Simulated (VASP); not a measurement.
Output of a VASP run:

File OSZICAR:
```
       N       E                     dE             d eps       ncg     rms          rms(c)
DAV:   1     0.250137731502E+03    0.25014E+03   -0.17485E+04  1056   0.148E+03
DAV:   2     0.276284394631E+01   -0.24737E+03   -0.24260E+03  1182   0.356E+02
DAV:   3    -0.120097471766E+02   -0.14773E+02   -0.14720E+02  1278   0.853E+01
DAV:   4    -0.121803188387E+02   -0.17057E+00   -0.17050E+00  1218   0.931E+00
DAV:   5    -0.121833662449E+02   -0.30474E-02   -0.30473E-02  1296   0.121E+00    0.105E+01
DAV:   6    -0.110636816656E+02    0.11197E+01   -0.26630E+00  1328   0.153E+01    0.843E+00
DAV:   7    -0.110539534555E+02    0.97282E-02   -0.78283E-01  1206   0.514E+00    0.409E+00
DAV:   8    -0.110602719560E+02   -0.63185E-02   -0.95908E-02  1154   0.327E+00    0.532E-01
DAV:   9    -0.110594855340E+02    0.78642E-03   -0.18788E-02  1286   0.169E+00    0.154E-01
DAV:  10    -0.110603659044E+02   -0.88037E-03   -0.19532E-03  1146   0.436E-01    0.145E-01
DAV:  11    -0.110608253090E+02   -0.45940E-03   -0.65166E-04  1238   0.173E-01    0.956E-02
DAV:  12    -0.110608808009E+02   -0.55492E-04   -0.37153E-04  1218   0.146E-01    0.963E-03
DAV:  13    -0.110608889424E+02   -0.81415E-05   -0.27080E-05  1218   0.423E-02    0.699E-03
DAV:  14    -0.110608906675E+02   -0.17251E-05   -0.36881E-06  1248   0.184E-02    0.428E-03
DAV:  15    -0.110608910346E+02   -0.36711E-06   -0.37061E-06  1128   0.159E-02    0.938E-04
DAV:  16    -0.110608910327E+02    0.19108E-08   -0.19395E-07  1116   0.289E-03
   1 F= -.11060891E+02 E0= -.11060891E+02  d E =0.000000E+00
```

**OUTCAR**
```
------------------------ aborting loop because EDIFF is reached ----------------------------------------
  FORCE on cell =-STRESS in cart. coord.  units (eV):
  Direction    XX          YY          ZZ          XY          YZ          ZX
  --------------------------------------------------------------------------------------
  Total        0.0084476      0.0084476      0.0683867      0.0000000      0.0000000      0.0000000
  in kB        0.1242693      0.1242693      1.0060129      0.0000000      0.0000000      0.0000000
  external PRESSURE =       0.4181838 kB  Pullay stress =       0.0000000 kB
  volume of cell :      108.91
      direct lattice vectors                 reciprocal lattice vectors
     2.131183703 -3.691318267  0.000000000     0.234611404 -0.135452964  0.000000000
     2.131183703  3.691318267  0.000000000     0.234611404  0.135452964  0.000000000
     0.000000000  0.000000000  6.922235714     0.000000000  0.000000000  0.144461998
  FREE ENERGIE OF THE ION-ELECTRON SYSTEM (eV)
  ---------------------------------------------------
  free  energy   TOTEN  =       -11.0608910327 eV

  energy  without entropy=      -11.0608910327  energy(sigma->0) =      -11.06089103

 total charge

# of ion       s       p       d       tot
------------------------------------------
    1        0.404   0.271   9.572  10.247
    2        0.404   0.271   9.572  10.247
    3        1.327   2.386   0.000   3.713
    4        1.327   2.386   0.000   3.713
--------------------------------------------------
tot          3.463   5.315  19.143  27.921

 Electric field gradients after diagonalization (V/A^2)
 (convention: |V_zz| > |V_xx| > |V_yy|)
----------------------------------------------------------------------
 ion       V_xx      V_yy      V_zz     asymmetry (V_yy - V_xx)/ V_zz
----------------------------------------------------------------------
   1      -1.626    -1.622     3.248       0.001
   2      -1.626    -1.622     3.249       0.001
   3       0.318     0.318    -0.636       0.000
   4       0.318     0.318    -0.635       0.000
```
(Selected blocks of OUTCAR.)

### POSCAR
```
CdS
1
    2.1311837029    -3.6913182668     0.0000000000
    2.1311837029     3.6913182668     0.0000000000
    0.0000000000     0.0000000000     6.9222357135
Cd S
2 2
Direct
  0.6666670000   0.3333330000   0.4999959401
  0.3333330000   0.6666670000   0.9999959401
  0.6666670000   0.3333330000   0.8770040599
  0.3333330000   0.6666670000   0.3770040599
```

Q: Reconstruct the remaining input files.

A: One answer among several that fit: the input of the run itself, RPBE GGA, plane waves, VASP's PBE PAW potentials (set 64).

### INCAR
```
SYSTEM = CdS
PREC = Accurate; ENCUT = 520; LREAL = .FALSE.
LASPH = .TRUE.
EDIFF = 1E-7; NELM = 100; ALGO = Normal
LMAXMIX = 4
ISMEAR = -5
GGA = RP
ISIF = 2
LWAVE = .FALSE.; LCHARG = .TRUE.; LORBIT = 11
NEDOS = 601
LEFG = .TRUE.
```

File KPOINTS:
```
kpoints
0
G
  7 7 4
```

POTCAR, in this order: Cd S (PBE.64 set). Program: vasp_std.

The compound is CdS in the wurtzite structure. It was relaxed first, which changed the volume by +9 %.
